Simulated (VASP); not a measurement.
Input:

```
Pb
1.0
    0.00000     2.47500     2.47500
    2.47500     0.00000     2.47500
    2.47500     2.47500     0.00000
Pb
1
Direct
  0.00000   0.00000   0.00000
```

Level of theory: r2SCAN meta-GGA, VASP's PBE PAW potentials (set 64) (plane waves; VASP 6.6.1). Run with 480 eV cut-off, 11×11×11 Γ-centred mesh, first-order Methfessel-Paxton smearing of 0.10 eV, potentials Pb_d.

Energy and stress use the plane-wave basis of the starting cell.

**Question.** The ions, cell shape and volume are relaxed. Predict the relaxed structure.

**Answer.** 
```
Pb
1.0
    0.00000     2.49489     2.49489
    2.49489     0.00000     2.49489
    2.49489     2.49489     0.00000
Pb
1
Direct
  0.00000   0.00000   0.00000
```
Space group Fm-3m (225), at a tolerance of 0.03 Å.

**Question.** How do energy and volume change from the first to the last step?

**Answer.** The energy (σ→0) changes by -2.7 meV/atom and the volume by +2.4 %, in 3 ionic steps.

The compound is Pb in the fcc structure. This run relaxes it. Symmetry was kept, so distortions that lower it aren't found.
